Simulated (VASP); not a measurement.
# Ca2BPb (P4/mmm) in VASP: single point with PBE

Aim: the single point of Ca2BPb with PBE.

Program: VASP 6.6.1. These are calculated values, not measurements. Logs are shortened: lines on timing, memory, paths and dates and some standing lists are left out, and cuts for length are marked.

### 1 The cell of the first run

Symmetry: P4/mmm, No. 123, tetragonal system. The conventional cell has a = 4.264 Å, b = 4.264 Å, c = 4.535 Å, α = 90.00°, β = 90.00°, γ = 90.00°. Ca (site symmetry mmm) is surrounded by 4 Ca at 3.01 Å and 4 B at 3.11 Å and 4 Pb at 3.11 Å. B (site symmetry 4/mmm) has 4 Pb at 3.01 Å and 8 Ca at 3.11 Å as nearest neighbours. Pb (site symmetry 4/mmm) is surrounded by 4 B at 3.01 Å and 8 Ca at 3.11 Å.

The cell was built by a generator and needn't be a form met in nature.

### 2 Single point, PBE (species swapped into the ErIn2Sn type (P4/mmm, No. 123))

The input, INCAR:

```
ALGO = Normal ; EDIFF = 1E-6
ENCUT = 520 ; GGA = PE
ISIF = 2 ; ISMEAR = 0
LASPH = True ; LCHARG = True
LELF = True ; LREAL = False
LVHAR = True ; LWAVE = False
NBANDS = 26 ; NELM = 100
PREC = Accurate ; SIGMA = 0.1
```

The input, KPOINTS:

```
k-points
0
Gamma
  4 4 4
```

The input, POSCAR:

```
Ca2BPb
1.0
    4.2636515800      0.0000000000      0.0000000000
    0.0000000000      4.2636515800      0.0000000000
    0.0000000000      0.0000000000      4.5349861200
Ca B Pb
2 1 1
Direct
    0.5000000000      0.0000000000      0.5000000000
    0.0000000000      0.5000000000      0.5000000000
    0.0000000000      0.0000000000      0.0000000000
    0.5000000000      0.5000000000      0.0000000000
```

Potentials or basis: VASP PAW PBE potentials, release 64 (Ca_sv, B, Pb_d).

The run is started by

```console
> cat potpaw_PBE.64/Ca_sv/POTCAR potpaw_PBE.64/B/POTCAR potpaw_PBE.64/Pb_d/POTCAR > POTCAR
> mpirun -np 1 vasp_std > vasp.out
```

OUTCAR:

```text
EDIFF = 1E-6
   ENCUT = 520
   GGA = PE
   ISIF = 2
   ISMEAR = 0
   LASPH = True
   LREAL = False
   NELM = 100
   PREC = Accurate

 ion  position               nearest neighbor table
   1  0.500  0.000  0.500-   2 3.01   2 3.01   2 3.01   2 3.01   4 3.11   4 3.11   4 3.11   4 3.11

   2  0.000  0.500  0.500-   1 3.01   1 3.01   1 3.01   1 3.01   4 3.11   4 3.11   4 3.11   4 3.11

   3  0.000  0.000  0.000-   4 3.01   4 3.01   4 3.01   4 3.01
   4  0.500  0.500  0.000-   3 3.01   3 3.01   3 3.01   3 3.01   2 3.11   1 3.11   2 3.11   1 3.11
                             2 3.11   1 3.11   2 3.11   1 3.11

  LATTYP: Found a simple tetragonal cell.
 ALAT       =     4.2636515800
 C/A-ratio  =     1.0636390040

  Lattice vectors:

 A1 = (   4.2636515800,   0.0000000000,   0.0000000000)
 A2 = (   0.0000000000,   4.2636515800,   0.0000000000)
 A3 = (   0.0000000000,   0.0000000000,   4.5349861200)

Analysis of symmetry for initial positions (statically):
=====================================================================
 Subroutine PRICEL returns:
 Original cell was already a primitive cell.

 Routine SETGRP: Setting up the symmetry group for a
 simple tetragonal supercell.

 Subroutine GETGRP returns: Found 16 space group operations
 (whereof 16 operations were pure point group operations)
 out of a pool of 16 trial point group operations.

The static configuration has the point symmetry D_4h.

Analysis of symmetry for dynamics (positions and initial velocities):
=====================================================================
 Subroutine PRICEL returns:
 Original cell was already a primitive cell.

 Routine SETGRP: Setting up the symmetry group for a
 simple tetragonal supercell.

 Subroutine GETGRP returns: Found 16 space group operations
 (whereof 16 operations were pure point group operations)
 out of a pool of 16 trial point group operations.

The dynamic configuration has the point symmetry D_4h.

 Subroutine INISYM returns: Found 16 space group operations
 (whereof 16 operations are pure point group operations),
 and found     1 'primitive' translations

----------------------------------------------------------------------------------------

[... 86 lines left out ...]
   LASPH  =      T    aspherical Exc in radial PAW
   ENCUT  =  520.0 eV  38.22 Ry    6.18 a.u.   7.93  7.93  8.43*2*pi/ulx,y,z
   NELM   =    100;   NELMIN=  2; NELMDL= -5     # of ELM steps
   EDIFF  = 0.1E-05   stopping-criterion for ELM
   LREAL  =      F    real-space projection
   EDIFFG = 0.1E-04   stopping-criterion for IOM
   NSW    =      0    number of steps for IOM
   IBRION =     -1    ionic relax: 0-MD 1-quasi-New 2-CG
   NFREE  =      0    steps in history (QN), initial steepest desc. (CG)
   ISIF   =      2    stress and relaxation
   ISYM   =      2    0-nonsym 1-usesym 2-fastsym
   POTIM  = 0.5000    time-step for ionic-motion
   TEBEG  =    0.0;   TEEND  =   0.0 temperature during run
   PSTRESS=    0.0 pullay stress
   NELECT =      37.0000    total number of electrons
   NUPDOWN=      -1.0000    fix difference up-down
   EMIN   =  10.00;   EMAX   =-10.00  energy-range for DOS
   EFERMI =   0.00;   METHOD = LEGACY
   ISMEAR =     0;   SIGMA  =   0.10  broadening in eV -4-tet -1-fermi 0-gaus
   EFERMI_NEDOS =   21; number of points for ismear=-14 and -15
   IALGO  =     38    algorithm
   IMIX   =      4    mixing-type and parameters
     AMIX     =   0.40;   BMIX     =  1.00
     AMIX_MAG =   1.60;   BMIX_MAG =  1.00
  volume/ion in A,a.u.               =      20.61       139.08
  Fermi-wavevector in a.u.,A,eV,Ry     =   1.253417  2.368615 21.375493  1.571054
  Thomas-Fermi vector in A             =   2.387271
   LORBIT       =      0    0 simple, 1 ext, 2 COOP (PROOUT), +10 PAW based schemes
   GGA     = PE    functional components
   LHFCALC =     F    Hartree Fock is set to
   AEXX    =    0.0000 exact exchange contribution
   IVDW    =     0    specifies the selected vdW correction
   LEPSILON=     F    determine dielectric tensor
   LRPA    =     F    only Hartree local field effects (RPA)
 non-spin polarized calculation
 Gauss-broadening in eV      SIGMA  =   0.10
  energy-cutoff  :      520.00
  volume of cell :       82.44
 maximum number of plane-waves:      2256
 NGX is ok and might be reduce to    32
   NGX = 15   NGY = 15   NGZ = 17

 number of electron      37.0000001 magnetization

 Free energy of the ion-electron system (eV)
  ---------------------------------------------------
  ext. energy  EPLUGINS =         0.00000000
  ---------------------------------------------------
  free energy    TOTEN  =       -12.28524461 eV

  energy without entropy =      -12.27397901  energy(sigma->0) =      -12.27961181

 E-fermi :   5.9145     XC(G=0): -10.3014

 val. band max:        5.8428318404   @ k =   0.2500   0.0000   0.5000
 cond. band min:       5.9432721582   @ k =   0.5000   0.0000   0.5000
 fundamental gap:      0.1004403178
 Fermi energy:         5.9145246733

 k-point     1 :       0.0000    0.0000    0.0000
  band No.  band energies     occupation
      1     -35.2075      2.00000
      2     -34.9920      2.00000
      3     -16.6039      2.00000
      4     -16.6039      2.00000
      5     -16.1957      2.00000
      6     -15.9656      2.00000
[... 511 lines left out ...]
     25       9.9679      0.00000
     26       9.9780      0.00000

------------------------ aborting loop because EDIFF is reached ----------------------------------------

  FORCE on cell =-STRESS in cart. coord.  units (eV):
  Direction    XX          YY          ZZ          XY          YZ          ZX
  --------------------------------------------------------------------------------------
  -------------------------------------------------------------------------------------
  Total        4.2857048      4.2857048      0.5712987      0.0000000      0.0000000     -0.0000000
  in kB       83.2901151     83.2901151     11.1028493      0.0000000      0.0000000     -0.0000000
  external PRESSURE =      59.2276932 kB  Pullay stress =       0.0000000 kB

 VOLUME and BASIS-vectors are now :
 -----------------------------------------------------------------------------
  energy-cutoff  :      520.00
  volume of cell :       82.44
      direct lattice vectors                 reciprocal lattice vectors
     4.263651580  0.000000000  0.000000000     0.234540741  0.000000000  0.000000000
     0.000000000  4.263651580  0.000000000     0.000000000  0.234540741  0.000000000
     0.000000000  0.000000000  4.534986120     0.000000000  0.000000000  0.220507841

 POSITION                                       TOTAL-FORCE (eV/Angst)
 -----------------------------------------------------------------------------------
      2.13183      0.00000      2.26749         0.000000      0.000000      0.000000
      0.00000      2.13183      2.26749         0.000000      0.000000      0.000000
      0.00000      0.00000      0.00000         0.000000      0.000000      0.000000
      2.13183      2.13183      0.00000         0.000000      0.000000      0.000000
 -----------------------------------------------------------------------------------
    total drift:                                0.000000     -0.000000     -0.000000

  FREE ENERGIE OF THE ION-ELECTRON SYSTEM (eV)
  ---------------------------------------------------
  free  energy   TOTEN  =       -12.2852446057 eV

  energy  without entropy=      -12.2739790139  energy(sigma->0) =      -12.27961181
```

OSZICAR:

```text
N       E                     dE             d eps       ncg     rms          rms(c)
DAV:   1     0.388250851387E+03    0.38825E+03   -0.18469E+04   936   0.151E+03
DAV:   2     0.137859357728E+02   -0.37446E+03   -0.36638E+03   958   0.427E+02
DAV:   3    -0.109267507968E+02   -0.24713E+02   -0.24356E+02  1584   0.114E+02
DAV:   4    -0.126078344450E+02   -0.16811E+01   -0.16668E+01  1464   0.225E+01
DAV:   5    -0.126936017309E+02   -0.85767E-01   -0.85728E-01  1510   0.371E+00    0.503E+00
DAV:   6    -0.123432605065E+02    0.35034E+00   -0.10868E+00  1236   0.692E+00    0.276E+00
DAV:   7    -0.122952436881E+02    0.48017E-01   -0.16654E-01  1392   0.258E+00    0.136E+00
DAV:   8    -0.122853529693E+02    0.98907E-02   -0.25720E-02  1302   0.104E+00    0.300E-01
DAV:   9    -0.122850385533E+02    0.31442E-03   -0.71854E-03  1664   0.584E-01    0.891E-02
DAV:  10    -0.122852247861E+02   -0.18623E-03   -0.63750E-04  1234   0.219E-01    0.312E-02
DAV:  11    -0.122852444047E+02   -0.19619E-04   -0.78852E-05  1350   0.551E-02    0.504E-03
DAV:  12    -0.122852446057E+02   -0.20105E-06   -0.67337E-06  1138   0.187E-02
   1 F= -.12285245E+02 E0= -.12279612E+02  d E =-.112656E-01
```

It took 33 s on 1 thread of Intel Xeon Platinum 8375C at 2.90GHz (Ice Lake), shared host; peak memory 0.2 GiB.

What came out:

```
Free energy            : -12.2852 eV
Pressure               : 5.9 GPa
Band gap on the k mesh : none (metal or under the smearing width)
```

Caveat: the k mesh is coarse (spacing up to 0.37 Å⁻¹), so the values aren't converged.
